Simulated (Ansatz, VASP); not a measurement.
AlOsF4 in VASP and in Ansatz

INCAR

```
PREC = Accurate
ENCUT = 600
EDIFF = 1E-7
ISMEAR = -1
SIGMA = 0.1
LREAL = False
LASPH = True
NELM = 80
ALGO = Normal
ISIF = 3
LWAVE = False
LCHARG = False
GGA = PE
IBRION = 2
NSW = 60
EDIFFG = -0.01
```

File KPOINTS:

```
regular mesh
0
Gamma
  6 6 3
```

The input POSCAR:

```
AlOsF4
1.0
    3.2485080000      0.0000000000      0.0000000000
    0.0000000000      3.2485080000      0.0000000000
    0.0000000000      0.0000000000      5.5992510000
Os Al F
1 1 4
Direct
    0.5000000000      0.5000000000      0.5000000000
    0.0000000000      0.0000000000      0.0000000000
    0.5000000000      0.0000000000      0.0000000000
    0.0000000000      0.5000000000      0.0000000000
    0.0000000000      0.0000000000      0.2770000000
    0.0000000000      0.0000000000      0.7230000000
```

Input for Ansatz:

```yaml
crystal:
  lattice:
    - [3.248508, 0.0, 0.0]
    - [0.0, 3.248508, 0.0]
    - [0.0, 0.0, 5.599251]
  atoms:
    - { symbol: Os, position: [0.5, 0.5, 0.5] }
    - { symbol: Al, position: [0.0, 0.0, 0.0] }
    - { symbol: F, position: [0.5, 0.0, 0.0] }
    - { symbol: F, position: [0.0, 0.5, 0.0] }
    - { symbol: F, position: [0.0, 0.0, 0.277] }
    - { symbol: F, position: [0.0, 0.0, 0.723] }
  symmetry: { tolerance: 0.0003 }
kpoints:
  mp_grid: { grid: [6, 6, 3], shift: [0, 0, 0] }
magnetization:
  spin_polarized: false
scf:
  occupations: { method: fermi_dirac }
hamiltonian:
  pseudopotentials: { kind: paw }
  xc: pbe
basis:
  ecutwfc: 420
output:
  forces: true
  stress: true
  eigenvalues: true
relax:
  max_steps: 40
  cell: {}
```

The cell was built by a generator and needn't be a form met in nature.

Alike in both runs: task relaxation of cell and atoms; functional PBE; k mesh 6 × 6 × 3; no spin polarisation.

|  | VASP | Ansatz |
| --- | --- | --- |
| version | VASP 6.6.1 | Ansatz 0.2.0 |
| potentials or method | VASP PAW PBE potentials, release 64 (Os, Al, F) | PAW plane waves |
| plane-wave cutoff (eV) | 600 | 420 |
| occupations | fermi-dirac, width 0.1 eV | fermi-dirac |
| valence electrons in the cell | 39 | 47 |

```csv
,VASP,Ansatz,Ansatz less VASP
"gap on the k mesh at the Fermi level, each at its own relaxed structure (eV)",none,none,-
relaxed volume (Å³/atom),13.06,13.24,+0.188
relaxed cell length with the largest relative difference (Å),6.421,6.528,+0.1072
energy change over the relaxation (meV/atom),-605,-593,+12.4
```

A gap of «none» marks a metal or a gap that the smearing closes. The two sets of potentials don't hold the same shells in valence.

Caveats: the k mesh is coarse (spacing up to 0.37 Å⁻¹), so the values aren't converged; the volume moved by over 15 % at a fixed basis, so the end points are rough (VASP); an odd number of electrons without spin polarisation forces a metal; a magnetic or distorted state may lie lower. The runs have no spin-orbit coupling, so splittings on Os are missing.
